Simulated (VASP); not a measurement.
Data:

```
AsP
1.0
    0.00000     2.77714     2.77714
    2.77714     0.00000     2.77714
    2.77714     2.77714     0.00000
P As
1 1
Direct
  0.25000   0.25000   0.25000
  0.00000   0.00000   0.00000
```

Computed with PBE GGA, VASP's PBE PAW potentials (set 64) (plane waves; VASP). Run with 400 eV cut-off, 6×6×6 Γ-centred mesh, Gaussian smearing of 0.050 eV, potentials P As.

Q: Give the stress tensor in GPa (positive for a compressed cell).

A: 
```
11.58   0.00   0.00
 0.00  11.58   0.00
 0.00   0.00  11.58
```
The pressure is its mean diagonal, 11.58 GPa.

The structure was generated: AsP was put into the zincblende type (F-43m), which need not be its known phase. The cell was not relaxed at this level. The k-mesh is coarse (spacing up to 0.33 per Å, 2π included), so the numbers may not be converged in it.
